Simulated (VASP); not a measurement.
Output of a VASP run:

### OUTCAR
```
 ion  position               nearest neighbor table
   1  0.333  0.667  0.250-   2 3.37   2 3.37   2 3.37   2 3.37   2 3.37   2 3.37
   2  0.667  0.333  0.750-   1 3.37   1 3.37   1 3.37   1 3.37   1 3.37   1 3.37
  LATTYP: Found a hexagonal cell.
 ALAT       =     3.4975841970
 C/A-ratio  =     1.5401825277
 Subroutine PRICEL returns:
 Original cell was already a primitive cell.
 Subroutine GETGRP returns: Found 24 space group operations
The static configuration has the point symmetry D_3d.
 The point group associated with its full space group is D_6h.
The dynamic configuration has the point symmetry D_3d.
 Subroutine INISYM returns: Found 24 space group operations
 Subroutine IBZKPT returns following result:
 Found     76 irreducible k-points:

 Following reciprocal coordinates:
            Coordinates               Weight
  0.000000  0.000000  0.000000      1.000000
  0.083333  0.000000  0.000000      6.000000
  0.166667  0.000000  0.000000      6.000000
  0.250000 -0.000000  0.000000      6.000000
  0.333333  0.000000  0.000000      6.000000
  0.416667  0.000000  0.000000      6.000000
  0.500000 -0.000000  0.000000      3.000000
  0.083333  0.083333  0.000000      6.000000
  0.166667  0.083333  0.000000     12.000000
  0.250000  0.083333  0.000000     12.000000
  0.333333  0.083333  0.000000     12.000000
  0.416667  0.083333  0.000000     12.000000
  0.166667  0.166667  0.000000      6.000000
  0.250000  0.166667  0.000000     12.000000
  0.333333  0.166667  0.000000     12.000000
  0.416667  0.166667  0.000000      6.000000
  0.250000  0.250000  0.000000      6.000000
  0.333333  0.250000  0.000000     12.000000
  0.333333  0.333333  0.000000      2.000000
  0.000000  0.000000  0.142857      2.000000
  0.083333  0.000000  0.142857     12.000000
  0.166667  0.000000  0.142857     12.000000
  0.250000 -0.000000  0.142857     12.000000
  0.333333  0.000000  0.142857     12.000000
  0.416667  0.000000  0.142857     12.000000
  0.500000 -0.000000  0.142857      6.000000
  0.083333  0.083333  0.142857     12.000000
  0.166667  0.083333  0.142857     24.000000
  0.250000  0.083333  0.142857     24.000000
  0.333333  0.083333  0.142857     24.000000
  0.416667  0.083333  0.142857     24.000000
  0.166667  0.166667  0.142857     12.000000
  0.250000  0.166667  0.142857     24.000000
  0.333333  0.166667  0.142857     24.000000
  0.416667  0.166667  0.142857     12.000000
  0.250000  0.250000  0.142857     12.000000
  0.333333  0.250000  0.142857     24.000000
  0.333333  0.333333  0.142857      4.000000
  0.000000  0.000000  0.285714      2.000000
  0.083333  0.000000  0.285714     12.000000
   k-points           NKPTS =     76   k-points in BZ     NKDIM =     76   number of bands    NBANDS=     13
   number of dos      NEDOS =    301   number of ions     NIONS =      2
   total plane-waves  NPLWV =  31360
   dimension x,y,z NGX =    28 NGY =   28 NGZ =   40
   dimension x,y,z NGXF=    56 NGYF=   56 NGZF=   80
   ions per type =               2
   PREC   = accura    normal or accurate (medium, high low for compatibility)
   ISTART =      0    job   : 0-new  1-cont  2-samecut
   ICHARG =      2    charge: 1-file 2-atom 10-const
   ISPIN  =      1    spin polarized calculation?
   LNONCOLLINEAR =      F non collinear calculations
   LSORBIT =      F    spin-orbit coupling
   INIWAV =      1    electr: 0-lowe 1-rand  2-diag
   ENCUT  =  520.0 eV  38.22 Ry    6.18 a.u.   6.50  6.50 10.02*2*pi/ulx,y,z
   NELM   =    100;   NELMIN=  2; NELMDL= -5     # of ELM steps
   EDIFF  = 0.1E-06   stopping-criterion for ELM
   LREAL  =      F    real-space projection
   NLSPLINE    = F    spline interpolate recip. space projectors
   LMAXMIX     =    6 max onsite mixed and CHGCAR
   VOSKOWN=      0    Vosko Wilk Nusair interpolation
   EDIFFG = -.1E-01   stopping-criterion for IOM
   NSW    =     30    number of steps for IOM
...
```

File OSZICAR:
```
       N       E                     dE             d eps       ncg     rms          rms(c)
DAV:   1     0.476080976002E+02    0.47608E+02   -0.87097E+03  3346   0.139E+03
DAV:   2    -0.686912423876E+01   -0.54477E+02   -0.53042E+02  3329   0.544E+02
DAV:   3    -0.926249868628E+01   -0.23934E+01   -0.22408E+01  3537   0.602E+01
DAV:   4    -0.939376007503E+01   -0.13126E+00   -0.11579E+00  3571   0.106E+01
DAV:   5    -0.939735492884E+01   -0.35949E-02   -0.35688E-02  3304   0.184E+00    0.263E+01
DAV:   6    -0.938932273280E+01    0.80322E-02   -0.31540E-02  3329   0.339E+00    0.156E+01
DAV:   7    -0.939574272354E+01   -0.64200E-02   -0.53492E-02  3229   0.438E+00    0.355E-01
DAV:   8    -0.939544973678E+01    0.29299E-03   -0.32101E-03  3177   0.861E-01    0.813E-02
DAV:   9    -0.939544109810E+01    0.86387E-05   -0.21405E-04  3337   0.206E-01    0.303E-02
DAV:  10    -0.939543757029E+01    0.35278E-05   -0.18886E-05  3334   0.547E-02    0.283E-02
DAV:  11    -0.939543773912E+01   -0.16883E-06   -0.10046E-06  3282   0.139E-02    0.393E-03
DAV:  12    -0.939543778726E+01   -0.48135E-07   -0.67409E-08  1843   0.495E-03
   1 F= -.93954378E+01 E0= -.93943980E+01  d E =-.939544E+01
       N       E                     dE             d eps       ncg     rms          rms(c)
DAV:   1    -0.939912573812E+01   -0.36880E-02   -0.12923E-01  3047   0.458E+00    0.242E-01
DAV:   2    -0.939745854624E+01    0.16672E-02   -0.33379E-03  3298   0.868E-01    0.160E-01
DAV:   3    -0.939668299418E+01    0.77555E-03   -0.90503E-04  3771   0.350E-01    0.920E-02
DAV:   4    -0.939667700190E+01    0.59923E-05   -0.12124E-04  3291   0.995E-02    0.337E-02
DAV:   5    -0.939667603362E+01    0.96829E-06   -0.45260E-06  3572   0.308E-02    0.437E-03
DAV:   6    -0.939667592559E+01    0.10803E-06   -0.28019E-07  2300   0.680E-03    0.196E-03
DAV:   7    -0.939667590111E+01    0.24475E-07   -0.28460E-08  1583   0.578E-03
   2 F= -.93966759E+01 E0= -.93958235E+01  d E =-.123811E-02
       N       E                     dE             d eps       ncg     rms          rms(c)
DAV:   1    -0.939954305977E+01   -0.28671E-02   -0.12818E-01  3027   0.455E+00    0.243E-01
DAV:   2    -0.939786301742E+01    0.16800E-02   -0.33342E-03  3280   0.860E-01    0.162E-01
DAV:   3    -0.939708540781E+01    0.77761E-03   -0.90628E-04  3768   0.346E-01    0.932E-02
DAV:   4    -0.939707905239E+01    0.63554E-05   -0.12203E-04  3336   0.999E-02    0.343E-02
DAV:   5    -0.939707803598E+01    0.10164E-05   -0.39529E-06  3566   0.294E-02    0.457E-03
DAV:   6    -0.939707791695E+01    0.11903E-06   -0.29578E-07  2274   0.705E-03    0.192E-03
DAV:   7    -0.939707789469E+01    0.22264E-07   -0.31964E-08  1548   0.621E-03
   3 F= -.93970779E+01 E0= -.93964965E+01  d E =-.164011E-02
```

### OUTCAR
```
------------------------ aborting loop because EDIFF is reached ----------------------------------------
  FORCE on cell =-STRESS in cart. coord.  units (eV):
  Direction    XX          YY          ZZ          XY          YZ          ZX
  --------------------------------------------------------------------------------------
  Total        0.5688603      0.5688601      0.5649405      0.0000000     -0.0000000      0.0000000
  in kB       15.9701423     15.9701376     15.8600984      0.0000000     -0.0000000      0.0000000
  external PRESSURE =      15.9334594 kB  Pullay stress =       0.0000000 kB
  volume of cell :       57.07
      direct lattice vectors                 reciprocal lattice vectors
     1.739835218 -3.013482554 -0.000000000     0.287383538 -0.165920987 -0.000000000
     1.739835218  3.013482554  0.000000000     0.287383538  0.165920987  0.000000000
     0.000000000 -0.000000000  5.442527017     0.000000000 -0.000000000  0.183738178
 POSITION                                       TOTAL-FORCE (eV/Angst)
 -----------------------------------------------------------------------------------
      1.73984      1.00450      1.36063        -0.000000     -0.000000      0.000000
      1.73984     -1.00450      4.08190         0.000000      0.000000      0.000000
 -----------------------------------------------------------------------------------
    total drift:                               -0.000001      0.000082     -0.000012
  FREE ENERGIE OF THE ION-ELECTRON SYSTEM (eV)
  ---------------------------------------------------
  free  energy   TOTEN  =        -9.3970778947 eV

  energy  without entropy=       -9.3953335832  energy(sigma->0) =       -9.39649646

 reached required accuracy - stopping structural energy minimisation
```
(Selected blocks of OUTCAR.)

File POSCAR:
```
Er
1
    1.7487922817    -3.0289966607     0.0000000000
    1.7487922817     3.0289966607     0.0000000000
    0.0000000000     0.0000000000     5.3869180692
Er
2
Direct
  0.3333330000   0.6666670000   0.2500000000
  0.6666670000   0.3333330000   0.7500000000
```

Question: Reconstruct the remaining input files.

Answer: Several could match; the one computed here: the input of the run itself, AM05 GGA, plane waves, VASP's PBE PAW potentials (set 64).

### KPOINTS
```
Regular mesh
0
G
12 12 7
```

### INCAR
```
IBRION  =  2
PREC  =  Accurate
ISMEAR  =  1
LASPH  =  .True.   # aspherical one-centre terms
EDIFFG  =  -0.01
NSW  =  30
LCHARG  =  .False.
SYSTEM  =  Er
LREAL  =  .False.
ISIF  =  4
ENCUT  =  520
ALGO  =  Normal   # blocked Davidson
SIGMA  =  0.1   # width (eV)
EDIFF  =  1E-7
GGA  =  AM
LMAXMIX  =  6
LWAVE  =  .False.
NELM  =  100
```

POTCAR, in this order: Er_3 (PBE.64 set). Program: vasp_std.

The 4f electrons are frozen in the core of the lanthanide potential, so 4f levels, which can set the real gap, and their magnetism are missing.

The compound is Er in the hcp structure. This cell is one point of a volume scan, at 0.97 of the reference volume. Symmetry was kept, so distortions that lower it aren't found.
